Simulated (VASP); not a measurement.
All values below come from vdW-DF-cx, VASP's PBE PAW potentials (set 64) (plane waves; VASP 6.6.1).

Input for VASP

INCAR:
```
! general
SYSTEM    =  BAs
PREC      =  Accurate
ENCUT     =  520
LREAL     =  .FALSE.
LASPH     =  .TRUE.   ! aspherical one-centre terms

! electronic loop
EDIFF     =  1E-7   ! SCF stop (eV)
NELM      =  100
ALGO      =  Normal
LMAXMIX   =  4

! smearing
ISMEAR    =  0   ! Gaussian
SIGMA     =  0.05

! functional
GGA       =  CX
LUSE_VDW  =  .TRUE.
AGGAC     =  0.0

! ions
ISIF      =  2

! output
LWAVE     =  .FALSE.
LCHARG    =  .FALSE.
```

File POSCAR:
```
BAs
3.460350
  0.0000000000   0.7071067665   0.7071067665
  0.7071067665   0.0000000000   0.7071067665
  0.7071067665   0.7071067665   0.0000000000
B As
1 1
Direct
  0.0000000000   0.0000000000   0.0000000000
  0.2500000000   0.2500000000   0.2500000000
```

KPOINTS:
```
Automatic
0
G
9 9 9
0 0 0
```

POTCAR, in this order: B As (PBE.64 set). Program: vasp_std.

The run wrote:

File OUTCAR:
```
 ion  position               nearest neighbor table
   1  0.000  0.000  0.000-   2 2.12   2 2.12   2 2.12   2 2.12
   2  0.250  0.250  0.250-   1 2.12   1 2.12   1 2.12   1 2.12
  LATTYP: Found a face centered cubic cell.
 ALAT       =     4.8936737986
 Subroutine PRICEL returns:
 Original cell was already a primitive cell.
 Subroutine GETGRP returns: Found 24 space group operations
The static configuration has the point symmetry T_d .
The dynamic configuration has the point symmetry T_d .
 Subroutine INISYM returns: Found 24 space group operations
 Subroutine IBZKPT returns following result:
 Found     35 irreducible k-points:

 Following reciprocal coordinates:
            Coordinates               Weight
  0.000000  0.000000  0.000000      1.000000
  0.111111  0.000000  0.000000      8.000000
  0.222222  0.000000  0.000000      8.000000
  0.333333  0.000000  0.000000      8.000000
  0.444444  0.000000  0.000000      8.000000
  0.111111  0.111111  0.000000      6.000000
  0.222222  0.111111  0.000000     24.000000
  0.333333  0.111111  0.000000     24.000000
  0.444444  0.111111  0.000000     24.000000
...
```

**OSZICAR**
```
       N       E                     dE             d eps       ncg     rms          rms(c)
DAV:   1     0.162323850320E+02    0.16232E+02   -0.38533E+03   560   0.879E+02
DAV:   2    -0.949591242997E+01   -0.25728E+02   -0.25430E+02   848   0.107E+02
DAV:   3    -0.987182667626E+01   -0.37591E+00   -0.37591E+00   632   0.174E+01
DAV:   4    -0.987246951853E+01   -0.64284E-03   -0.64284E-03   824   0.797E-01
DAV:   5    -0.987246966900E+01   -0.15047E-06   -0.15036E-06   640   0.941E-03    0.429E+00
DAV:   6    -0.949718399063E+01    0.37529E+00   -0.11836E+00   576   0.524E+00    0.220E+00
DAV:   7    -0.945170798215E+01    0.45476E-01   -0.15221E-01   776   0.233E+00    0.840E-01
DAV:   8    -0.944643286638E+01    0.52751E-02   -0.19138E-02   640   0.957E-01    0.930E-02
DAV:   9    -0.944666691582E+01   -0.23405E-03   -0.54526E-04   640   0.184E-01    0.483E-02
DAV:  10    -0.944678370616E+01   -0.11679E-03   -0.19747E-04   584   0.104E-01    0.134E-02
DAV:  11    -0.944678839503E+01   -0.46889E-05   -0.62787E-06   832   0.220E-02    0.106E-02
DAV:  12    -0.944678842401E+01   -0.28976E-07   -0.18291E-06   584   0.937E-03    0.206E-03
DAV:  13    -0.944678849275E+01   -0.68741E-07   -0.54353E-08   464   0.201E-03
   1 F= -.94467885E+01 E0= -.94467885E+01  d E =-.512528E-18
```

### OUTCAR
```
------------------------ aborting loop because EDIFF is reached ----------------------------------------
  FORCE on cell =-STRESS in cart. coord.  units (eV):
  Direction    XX          YY          ZZ          XY          YZ          ZX
  --------------------------------------------------------------------------------------
  Total       -1.2844640     -1.2844640     -1.2844640     -0.0000000      0.0000000      0.0000000
  in kB      -70.2404807    -70.2404807    -70.2404807     -0.0000000      0.0000000      0.0000000
  external PRESSURE =     -70.2404807 kB  Pullay stress =       0.0000000 kB
  volume of cell :       29.30
      direct lattice vectors                 reciprocal lattice vectors
     0.000000000  2.446836899  2.446836899    -0.204345455  0.204345455  0.204345455
     2.446836899  0.000000000  2.446836899     0.204345455 -0.204345455  0.204345455
     2.446836899  2.446836899  0.000000000     0.204345455  0.204345455 -0.204345455
  FREE ENERGIE OF THE ION-ELECTRON SYSTEM (eV)
  ---------------------------------------------------
  free  energy   TOTEN  =        -9.4467884927 eV

  energy  without entropy=       -9.4467884927  energy(sigma->0) =       -9.44678849
```
(Selected blocks of OUTCAR.)

The compound is BAs in the zinc blende structure. This cell is one point of a volume scan, at 1.06 of the reference volume.
